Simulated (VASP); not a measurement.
Consider the following.

```xyz
1
Lattice="0.0000 2.8458 2.8458 2.8458 0.0000 2.8458 2.8458 2.8458 0.0000" Properties=species:S:1:pos:R:3 pbc="T T T"
Ca     0.0000     0.0000     0.0000
```

Level of theory: PBE GGA, VASP's PBE PAW potentials (set 64) (plane waves; VASP). Numerical set-up: 400 eV cut-off, 8×8×8 Γ-centred mesh, first-order Methfessel-Paxton smearing of 0.10 eV, potentials Ca_sv.

Estimate the energy per atom (σ→0), pressure, band gap (on the k-mesh) with the smallest direct gap where there is one.

```json
{
 "band gap (on the k-mesh)": "none (metal, semimetal or under 0.01 eV)",
 "energy per atom (σ→0)": "-1.912 eV/atom",
 "pressure": "-1.36 GPa"
}
```

Only differences to runs with the same potentials and settings are physical.

The compound is Ca in the fcc structure. The cell was not relaxed at this level.
